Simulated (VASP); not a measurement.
Computed with r2SCAN meta-GGA, VASP's PBE PAW potentials (set 64) (plane waves; VASP).

VASP input:

### POSCAR
```
TaAs
1
    1.6734611402    -4.7904831091     0.0000000000
    1.6734611402     4.7904831091    -0.0000000000
    0.0000000000     0.0000000000     4.4508785818
As Ta
2 2
Direct
  0.6225601043   0.3774398957   0.2500000000
  0.3774398957   0.6225601043   0.7500000000
  0.9100918156   0.0899081844   0.2500000000
  0.0899081844   0.9100918156   0.7500000000
```

**KPOINTS**
```
Automatic mesh
0
Gamma
9 9 6
0 0 0
```

INCAR:
```
# general
SYSTEM =TaAs
PREC   =Accurate
ENCUT  =400
LREAL  =.False.   # projection in real space or not
LASPH  =.True.   # aspherical one-centre terms

# electronic loop
EDIFF  =1E-6   # SCF stop (eV)
NELM   =100   # most electronic steps
ALGO   =Normal   # blocked Davidson
LMAXMIX=6   # l cut-off of mixed one-centre charges
LMIXTAU=.True.

# smearing
ISMEAR =1
SIGMA  =0.1   # width (eV)

# functional
METAGGA=R2SCAN

# ions
IBRION =2   # conjugate gradients
NSW    =60
ISIF   =3
EDIFFG =-0.02   # ionic stop

# output
LWAVE  =.False.
LCHARG =.False.
```

POTCAR, in this order: As Ta_pv (PBE.64 set). Program: vasp_std.

Unless said otherwise, spin-orbit coupling is left out, though it shifts the bands of the heavy elements here.

Q: Predict the energy per atom (σ→0), band gap (on the k-mesh).

A: 
```json
{
  "energy per atom (σ→0)": "-32.016 eV/atom",
  "band gap (on the k-mesh)": "none (metal, semimetal or under 0.01 eV)"
}
```

**OSZICAR**
```
...
DAV:  12    -0.128063080106E+03    0.14631E-03   -0.18038E-03  4772   0.333E-01    0.552E-02
DAV:  13    -0.128063598990E+03   -0.51888E-03   -0.79454E-04  4572   0.214E-01    0.238E-02
DAV:  14    -0.128063627266E+03   -0.28276E-04   -0.10960E-04  4872   0.795E-02    0.136E-02
DAV:  15    -0.128063634303E+03   -0.70375E-05   -0.23043E-05  5028   0.342E-02    0.507E-03
DAV:  16    -0.128063639321E+03   -0.50174E-05   -0.22526E-05  4652   0.359E-02    0.403E-03
DAV:  17    -0.128063641186E+03   -0.18648E-05   -0.53754E-06  4488   0.195E-02    0.207E-03
DAV:  18    -0.128063641339E+03   -0.15395E-06   -0.61933E-07  2588   0.529E-03
   1 F= -.12806364E+03 E0= -.12806392E+03  d E =-.128064E+03
```

The structure was generated: TaAs was put into the CrB type (Cmcm), which need not be its known phase. It was relaxed first, which changed the volume by -32 %. The start is the result of an earlier pass.
